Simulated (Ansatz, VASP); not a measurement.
# SnO2 (1T-SnO2 monolayer): VASP beside Ansatz

One calculation is typed for both programs; each brings its own data sets. How far apart do they land? The structure shown is the start of the Ansatz relaxation below; VASP solves that cell, so the two are compared at the walk's first step.

Main program and level: Ansatz 0.2.0; plane waves, with VASP 6.6.1 beside it; single point at PBE with D3(BJ).

## (1) Starting point

The cell holds 3 atoms: 2 O and 1 Sn. Its edges and angles: a = 3.220 Å, b = 3.220 Å, c = 27.378 Å, α = 90.0°, β = 90.0°, γ = 120.0°. Vacuum lies along c. The height across the vacuum is the one that the program set for its solve, not the one typed.

As a file:

```cif
data_structure
_symmetry_space_group_name_H-M 'P 1'
_symmetry_Int_Tables_number 1
_cell_length_a 3.2200
_cell_length_b 3.2200
_cell_length_c 27.3777
_cell_angle_alpha 90.000
_cell_angle_beta 90.000
_cell_angle_gamma 120.000
_cell_volume 245.83
loop_
_atom_site_label
_atom_site_type_symbol
_atom_site_fract_x
_atom_site_fract_y
_atom_site_fract_z
_atom_site_occupancy
O1 O 0.66667 0.33333 0.32873 1
O2 O 0.33333 0.66667 0.39407 1
Sn3 Sn 0.00000 0.00000 0.36140 1
```

## (2) Ansatz: relaxation, PBE with D3(BJ)

Ansatz runs on its default PAW (the set named soft_2) files.

The two programs are compared at the cell with which this relaxation starts, whose forces are those of its first step.

File input.yaml:

```yaml
crystal:
  lattice:
    - [3.22, 0.0, 0.0]
    - [-1.61, 2.7886018002, 0.0]
    - [0.0, 0.0, 19.788854382]
  atoms:
    - { symbol: O, position: [0.6666666667, 0.3333333333, 0.4548014668] }
    - { symbol: Sn, position: [0.0, 0.0, 0.5] }
    - { symbol: O, position: [0.3333333333, 0.6666666667, 0.5451985332] }
  periodic: [true, true, false]
kpoints:
  mp_grid: { grid: [12, 12, 1] }
hamiltonian:
  xc: pbe
  dispersion: d3bj
scf:
  occupations: { method: fermi_dirac, width: 0.05 }
  convergence: { dr2_threshold: 1.0e-09 }
relax:
  f_tol: 0.004
  max_steps: 90
  cell: {}
output:
  write_potential: true
  write_density: true
  volumetric_format: npy
```

On the command line:

```sh
$ ansatz run input.yaml --threads 2 --pin off --max-ram 3072MiB --backend cpu --events-out ev --progress --plain --runs-dir out
```

Numbers of over 12 decimals in the logs are rounded to 6 here.

The log of the run:

```text
Warning: crystal.periodic: the lattice vector that does not repeat stood 0.000° off the slab's normal, 19.789 Å along it as the deck builds it. The run solves the slab on a vector along the normal, 27.378 Å long, with every atom where it was (on the deck's vector they left 18.00 Å outside them, and the widest stretch free of ions among them is 0.89 Å). A fractional position that the run reports is one of the run's ce [...]
Warning: relax.cell: scf.convergence.dr2_threshold = 1e-9 eV is looser than the 2.15862920297e-10 eV advised for a relaxation that steers and ends on the stress (1e-10 eV for each atom of the cell: 3, times the square of relax.cell.stress_2d_tol = 0.05 N/m over 11.8 Å (the atoms' height at the walk's start and 5 Å past either face), 4.241e-2 GPa, over a crystal's default 0.05). What an SCF threshold leaves in a stress goes as its square root, and in the free energy as the threshold itself, and one threshold admits the most on a small cell: [figures from the program's tests cut] Set scf.convergence.dr2_threshold to 2.15862920297e-10 eV or tighter. [rest of the remark cut]
crystal.periodic: the lattice vector that does not repeat stood 0.000° off the slab's normal, 19.789 Å along it as the deck builds it. The run solves the slab on a vector along the normal, 27.378 Å long, with every atom where it was (on the deck's vector they left 18.00 Å outside them, and the widest stretch free of ions among them is 0.89 Å). A fractional position that the run reports is one of the run's cell, which [...]
Engine: ansatz 0.2.0, aarch64-unknown-linux-gnu
Pseudopotentials: kind: paw
Pseudopotential: O, paw, valence charge 6, recommended cutoff 420 eV (normal), O.paw.azcp
Pseudopotential: Sn, paw, valence charge 14, recommended cutoff 420 eV (normal), Sn.paw.azcp
Functional definition: PBE
  parameter kappa = 0.804
  parameter beta = 0.066725
  exchange = pbe_x(kappa = kappa, mu = beta*pi^2/3)
  correlation = pbe_c(beta = beta)
Crystal: 3 atoms, lattice volume = 245.833 Å³
Basis set: ecut = 420 eV, 4891 PW (Γ), exchange–correlation on 48×48×384 points (8 copies of the dense FFT grid, shifted against one another)
Bands: 17, of which v1, the nominal top of the filled ones, is band 13 counted from 1 (12 counted from 0)
Symmetry: 12 space group operations
Space group: P-3m1 (ITA 164), of the structure as read, at distance tolerance 6.3e-5 Å
k-points: 19 of 144
[...]
SCF iter   7: F=—  HF=-7158.871809 eV  |F-HF|=—  |Δ(HF+E_count)|=   7.82e-9  Δρ=1.26e-6  dr2=2.30e-9  ethr=1.04e-10  ⟨swp⟩=3.4  Hψ=765  notcnv=0
SCF iter   8: F=-7158.871809 eV  HF=-7158.871809 eV  |F-HF|=3.64e-11  |Δ(HF+E_count)|=  5.58e-10  Δρ=2.94e-7  dr2=1.33e-10  ethr=3.85e-12  ⟨swp⟩=12.3  Hψ=2564  notcnv=0
SCF 3 converged in 8 iterations: F = -7158.871809 eV  dr2 = 1.33e-10
relax step   3: F+E_penalty+E_count = -7158.87180863 eV  Δ(F+E_penalty+E_count) = -3.575e-3 eV  max|allowed force component| = 2.355e-2 eV/Å  Δτ_max = 0.0175 Å  P = +0.119 N/m  Ω = 244.999 Å³  energy of the carried Pulay correction = +6.712e-4 eV  fix = [c, alpha, beta]  reactions: c +0.000 N/m  (8 SCF iters, accepted)
[...]
relax step   4: F+E_penalty+E_count = -7158.87173987 eV  Δ(F+E_penalty+E_count) = +6.876e-5 eV  max|allowed force component| = 2.862e-3 eV/Å  Δτ_max = 0.0011 Å  P = +0.012 N/m  Ω = 245.148 Å³  energy of the carried Pulay correction = +5.515e-4 eV  fix = [c, alpha, beta]  reactions: c +0.000 N/m  (6 SCF iters, accepted)
[...]
relax step   5: F+E_penalty+E_count = -7158.87120286 eV  Δ(F+E_penalty+E_count) = +5.370e-4 eV  max|allowed force component| = 2.883e-3 eV/Å  Δτ_max = 0.0000 Å  P = +0.005 N/m  Ω = 245.148 Å³  fix = [c, alpha, beta]  reactions: c +0.000 N/m  stress off target by 4.55e-3 N/m on what of the cell is left free  SCF on the basis re-selected at this cell (its energy is not comparable with the rows above)  (4 SCF iters)
basis re-selected at this cell: Δ(F+E_penalty+E_count) = +5.370e-4 eV, ΔP = -0.008 N/m vs the last step (what re-selecting the basis moved, of the pressure what is left beyond the Pulay correction that the steps carried, after the strain that the cell walked since its last selection, with what the two solves' SCF thresholds leave and, on support functions, any second-order correction that the steps lacked; it is no m [...]
WARN: The output density's exchange-correlation potential varies sharply where the density is thin. Do not read a vacuum level from v_tot or v_xc, or from such a field of the output density. On a cell that repeats whose density bears no net charge and no dipole along the vacuum's axis use v_es (v_loc + v_h of the components); under efield.dipole_correction with no amplitude use v_es + v_field, which holds any externa [...]
SCF converged after 4 iterations
Free energy (F): -7158.871203 eV
Harris-Foulkes:  -7158.871203 eV  (|F-HF|=1.27e-11)
Internal energy: -7158.871203 eV  (E = F + TS)
E sigma→0 (E₀):  -7158.871203 eV
Fermi energy:    -6.919130 eV
--- Per-component energies (eV) ---
  E_band       = -504.573579
  E_kinetic    = 538.010052
  E_local      = -41534.140246  (includes V_loc(G=0)·N_el)
  E_nonlocal   = 66.402674
  E_hartree    = 20574.328213
  E_xc         = -527.082513
  E_vxc        = -281.266127  (∫ρ·V_xc dr)
  E_paw        = -4462.459061  (= ΣΔE_a)
  E_vpaw       = -442.241915  (= ΣTr[D̂ρ^β])
  E_aug_tail   = 0.004818  (compensation charges beyond the density's cutoff)
  E_ewald      = 18186.416019
  E_disp       = -0.351158  (pairwise vdW)
  E_smearing   = -0.000000  (= −TS)
  E_closure    = 0.000000  (closes the sum)
  Σ components = -7158.871203   (vs F -7158.871203, Δ=0.00e0)
--- Forces (eV/Å), atoms counted from 1 ---
  atom   1  O     -0.00000000    -0.00000000    -0.00288327
  atom   2  Sn    -0.00000000     0.00000000     0.00000000
  atom   3  O      0.00000000     0.00000000     0.00288327
  max |Σ_I F_I| component: 5.27e-31 eV/Å
--- 2D stress c σ (N/m, compression-positive) ---
        0.004552       0.000000      -0.000000
        0.000000       0.004552       0.000000
       -0.000000       0.000000       0.000000
  P = ½ c Tr σ = 0.0046 N/m
--- Band table (eV; the first three rows and the last of 19) ---
  k-point 0: bands = [... 9 lower, -9.4937, -9.0451, -9.0451, -8.9102, -5.6688, -2.5476, -0.2199, -0.2124]
  k-point 1: bands = [... 9 lower, -9.6823, -9.2793, -8.9569, -8.7047, -5.3213, -2.2941, -0.1153, -0.0730]
  k-point 2: bands = [... 9 lower, -10.0596, -9.4960, -8.8453, -8.5809, -4.5356, -1.7030, 0.1603, 0.3467]
  k-point 18: bands = [... 9 lower, -11.8461, -10.8896, -8.4974, -8.4974, -2.0347, 1.5694, 1.9710, 1.9710]
--- Relaxed structure (4 steps of the walk, 4 accepted, 1 SCFs on fresh bases) ---
  F+E_penalty+E_count = -7158.87120286 eV   max|allowed force component| = 2.883e-3 eV/Å   (the final SCF, on the basis selected at the relaxed cell)
  cell:  # Å, volume = 245.1478 Å³
    - [3.215512, 0.0, 0]
    - [-1.607756, 2.784715, 0]
    - [0, 0, 27.377709]
  atoms:
    - { symbol: O, position: [0.666667, 0.333333, 0.324310] }
    - { symbol: Sn, position: [0, 0, 0.361405] }
    - { symbol: O, position: [0.333333, 0.666667, 0.398499] }
```

## (3) VASP: single point, PBE with D3(BJ), start cell

The same cell, functional, mesh and smearing now go to VASP, with its own data sets.

Lines of VASP's logs that name or quote its potential files are left out, and so is its time.

File INCAR:

```
SYSTEM = SnO2
PREC = Accurate
ENCUT = 520
EDIFF = 1E-06
NELM = 120
ISMEAR = -1
SIGMA = 0.05
LREAL = .FALSE.
ALGO = Normal
GGA = PE
IVDW = 12
NBANDS = 19
LORBIT = 11
LWAVE = .FALSE.
LCHARG = .FALSE.
ISIF = 2
LDIPOL = .TRUE.
IDIPOL = 3
DIPOL = 0.5 0.5 0.361
LVHAR = .TRUE.
LASPH = .TRUE.
GGA_COMPAT = .FALSE.
EFERMI = MIDGAP
NELMDL = -8
```

File POSCAR:

```
SnO2
1.0
    3.2200000000      0.0000000000      0.0000000000
   -1.6100000000      2.7886020000      0.0000000000
    0.0000000000      0.0000000000     27.3777090000
O Sn
2 1
Direct
    0.6666666667      0.3333333333      0.3287345921
    0.3333333333      0.6666666667      0.3940743910
    0.0000000000      0.0000000000      0.3614044915
```

File KPOINTS:

```
Automatic mesh
0
Gamma
12 12 1
0 0 0
```

Potentials, in the order of the species: O and Sn_d (PBE family, release 64).

On the command line:

```sh
$ mpirun -np 1 vasp_std
```

The log of the run:

```text
[banner, memory and clock lines left out]
running    1 mpi-ranks, on    1 nodes
 distrk:  each k-point on    1 cores,    1 groups
 distr:  one band on    1 cores,    1 groups

 POSCAR found type information on POSCAR O Sn
 POSCAR found :  2 types and       3 ions
 LDA part: xc-table for (Slater+PW92), standard interpolation
 POSCAR, INCAR and KPOINTS ok, starting setup
 FFT: planning ... GRIDC
 FFT: planning ... GRID_SOFT
 FFT: planning ... GRID
 WAVECAR not read
 entering main loop
       N       E                     dE             d eps       ncg     rms          rms(c)
DAV:   1     0.244412766281E+03    0.24441E+03   -0.11747E+04   826   0.112E+03
DAV:   2     0.159763119506E+02   -0.22844E+03   -0.21955E+03   986   0.276E+02
DAV:   3    -0.204687133298E+02   -0.36445E+02   -0.35534E+02   946   0.132E+02
DAV:   4    -0.212906775831E+02   -0.82196E+00   -0.82143E+00   976   0.237E+01
DAV:   5    -0.213034188232E+02   -0.12741E-01   -0.12740E-01   976   0.302E+00
DAV:   6    -0.213038152659E+02   -0.39644E-03   -0.39644E-03  1013   0.488E-01
DAV:   7    -0.213038286351E+02   -0.13369E-04   -0.13369E-04  1037   0.705E-02
DAV:   8    -0.213038287340E+02   -0.98875E-07   -0.98778E-07   869   0.720E-03    0.115E+01
DAV:   9    -0.179595558741E+02    0.33443E+01   -0.15070E+01  1114   0.613E+01    0.452E+00
DAV:  10    -0.179911801580E+02   -0.31624E-01   -0.92188E-01   836   0.692E+00    0.238E+00
DAV:  11    -0.179694397171E+02    0.21740E-01   -0.10447E-01   964   0.413E+00    0.702E-01
DAV:  12    -0.179646639612E+02    0.47758E-02   -0.25524E-02  1172   0.253E+00    0.106E-01
DAV:  13    -0.179650276240E+02   -0.36366E-03   -0.22047E-03   929   0.433E-01    0.479E-02
DAV:  14    -0.179650614774E+02   -0.33853E-04   -0.28281E-04   904   0.149E-01    0.181E-02
DAV:  15    -0.179651261169E+02   -0.64640E-04   -0.36749E-05   958   0.686E-02    0.125E-02
DAV:  16    -0.179652073022E+02   -0.81185E-04   -0.93464E-05   895   0.116E-01    0.101E-02
DAV:  17    -0.179653002919E+02   -0.92990E-04   -0.43767E-05   882   0.553E-02    0.429E-03
DAV:  18    -0.179654122674E+02   -0.11198E-03   -0.66890E-06   780   0.263E-02    0.301E-03
DAV:  19    -0.179654767314E+02   -0.64464E-04   -0.32077E-06   771   0.200E-02    0.195E-03
DAV:  20    -0.179655078298E+02   -0.31098E-04   -0.11902E-06   760   0.607E-03    0.818E-04
DAV:  21    -0.179655178435E+02   -0.10014E-04   -0.41264E-07   791   0.322E-03    0.635E-04
DAV:  22    -0.179655242441E+02   -0.64006E-05   -0.11851E-07   764   0.292E-03    0.291E-04
DAV:  23    -0.179655260494E+02   -0.18053E-05   -0.31514E-08   769   0.219E-03    0.125E-04
DAV:  24    -0.179655268110E+02   -0.76164E-06   -0.92963E-09   755   0.124E-03
   1 F= -.18319764E+02 E0= -.18319764E+02  d E =-.640234E-12
```

OUTCAR, selected parts (step 3):

```text
ion  position               nearest neighbor table
   1  0.667  0.333  0.329-   3 2.06   3 2.06   3 2.06
   2  0.333  0.667  0.394-   3 2.06   3 2.06   3 2.06
   3  0.000  0.000  0.361-   1 2.06   1 2.06   2 2.06   2 2.06   1 2.06   2 2.06

  LATTYP: Found a hexagonal cell.
 ALAT       =     3.2200000000
 C/A-ratio  =     8.5023940994

 Subroutine GETGRP returns: Found 12 space group operations
 (whereof  6 operations were pure point group operations)

The static configuration has the point symmetry C_3v.
 The point group associated with its full space group is D_3d.

 Found     19 irreducible k-points:

   k-points           NKPTS =     19   k-points in BZ     NKDIM =     19   number of bands    NBANDS=     19

   dimension x,y,z NGX =    24 NGY =   24 NGZ =  210
   dimension x,y,z NGXF=    48 NGYF=   48 NGZF=  420

   ENCUT  =  520.0 eV  38.22 Ry    6.18 a.u.   5.99  5.99 50.90*2*pi/ulx,y,z

   NELECT =      26.0000    total number of electrons

 k-points in reciprocal lattice and weights: Automatic mesh
   0.00000000  0.00000000  0.00000000       0.007
   0.08333333 -0.00000000  0.00000000       0.042
   0.16666667  0.00000000  0.00000000       0.042
   0.25000000 -0.00000000  0.00000000       0.042
   0.33333333 -0.00000000  0.00000000       0.042
   0.41666667  0.00000000  0.00000000       0.042
   0.50000000 -0.00000000  0.00000000       0.021
   0.08333333  0.08333333  0.00000000       0.042
   0.16666667  0.08333333  0.00000000       0.083
[...]
0.33333333  0.25000000  0.00000000       0.083
   0.33333333  0.33333333  0.00000000       0.014

 dipolmoment           0.000000      0.000000      0.000002 electrons x Angstroem

 average (electrostatic) potential at core
       1 -79.2757       2 -79.2757       3-110.8969

 E-fermi :  -4.5205

 k-point     1 :       0.0000    0.0000    0.0000
  band No.  band energies     occupation
    ...
      9      -7.3802      2.00000
     10      -7.3802      2.00000
     11      -6.9256      2.00000
     12      -6.9256      2.00000
     13      -6.8022      2.00000
     14      -3.1430      0.00000
     15       0.1272      0.00000
     16       1.7599      0.00000
     17       1.8079      0.00000
     18       2.0973      0.00000
    ...

 k-point     2 :       0.0833   -0.0000    0.0000
  band No.  band energies     occupation
    ...
      9      -7.7905      2.00000
     10      -7.6465      2.00000
     11      -7.1420      2.00000
     12      -6.7617      2.00000
     13      -6.4552      2.00000
     14      -2.7598      0.00000
     15       0.2917      0.00000
     16       1.8713      0.00000
     17       1.9558      0.00000
     18       2.2225      0.00000
    ...

 k-point     3 :       0.1667    0.0000    0.0000
  band No.  band energies     occupation
    ...
      9      -8.4486      2.00000
     10      -8.1177      2.00000
     11      -7.2171      2.00000
     12      -6.5620      2.00000
     13      -6.2301      2.00000
     14      -1.8824      0.00000
     15       0.6859      0.00000
     16       2.1750      0.00000
     17       2.3916      0.00000
     18       2.5986      0.00000
    ...

 Edisp (eV)   -0.35424

  Total       2.99987     2.99987     3.09927     0.00000     0.00000     0.00000
  in kB      19.55120    19.55121    20.19903     0.00000     0.00000     0.00000
  external pressure =       19.77 kB  Pullay stress =        0.00 kB

  energy-cutoff  :      520.00
  volume of cell :      245.83
      direct lattice vectors                 reciprocal lattice vectors
     3.220000000  0.000000000  0.000000000     0.310559006  0.179301313  0.000000000
    -1.610000000  2.788602000  0.000000000     0.000000000  0.358602626  0.000000000
     0.000000000  0.000000000 27.377709000     0.000000000  0.000000000  0.036526066

 POSITION                                       TOTAL-FORCE (eV/Angst)
 -----------------------------------------------------------------------------------
      1.61000      0.92953      9.00000        -0.000000      0.000000     -1.764286
     -0.00000      1.85907     10.78885         0.000000      0.000000      1.764286
      0.00000      0.00000      9.89443        -0.000000      0.000000     -0.000000
 -----------------------------------------------------------------------------------
    total drift:                                0.000000      0.000000      0.000066

  FREE ENERGIE OF THE ION-ELECTRON SYSTEM (eV)
  ---------------------------------------------------
  free  energy   TOTEN  =       -18.3197637499 eV

  energy  without entropy=      -18.3197637499  energy(sigma->0) =      -18.31976375

 vacuum level on the upper side and lower side of the slab         1.970         1.970

 total charge
# of ion       s       p       d       tot
------------------------------------------
    1        1.572   3.488   0.000   5.060
    2        1.572   3.488   0.000   5.060
    3        0.907   1.117  10.376  12.400
--------------------------------------------------
tot          4.050   8.093  10.376  22.520

[... 3 further parts left out ...]
```

## (4) Side by side

Known differences besides the potentials themselves: Ansatz cuts the interaction across the vacuum, VASP repeats the sheet with a dipole correction; the cutoff is 420 eV in Ansatz and 520 eV in VASP. Total energies have different zeros and are not compared.

Forces (eV/Å; atoms numbered as in POSCAR):

```
atom        Ansatz x, y, z          VASP x, y, z
  O1  0.000, 0.000, -1.710  0.000, 0.000, -1.764
  O2   0.000, 0.000, 1.710   0.000, 0.000, 1.764
 Sn3   0.000, 0.000, 0.000   0.000, 0.000, 0.000
```

The forces differ by 26 meV/Å r.m.s., which is 3.1 % of the r.m.s. force of 0.832 eV/Å (both taken over all components). With vacuum in the cell, a pressure given here is an average over mostly empty space and none of the material.

## (5) Summary of results

| Property | Result |
| --- | --- |
| r.m.s. force difference (single point, PBE with D3(BJ), start cell) | 3.1 % of the r.m.s. force |

What this shows: The r.m.s. force difference is 3.1 % of the r.m.s. force (single point, PBE with D3(BJ), start cell), at about the 3 % picked in this series as the mark of a large difference. What causes the difference of the single point, PBE with D3(BJ), start cell pair stays open here. 1 further run of this series is not shown here. Such differences can come from data sets, numerical settings and the points named under the comparisons, not from the functional's error against experiment.

[Lines on the potential files, build, host, timing and source positions are cut from VASP's logs without a mark.]

[Logs are printed without paths, hosts, clocks, repeated set-up lines and the standing remarks that a program may print on its own settings, such as how far it seeks lower states.]

[Hosts, paths, dates, database ids (printed as entryN), source tags and the programs' standing remarks are cut or masked in the printed files.]
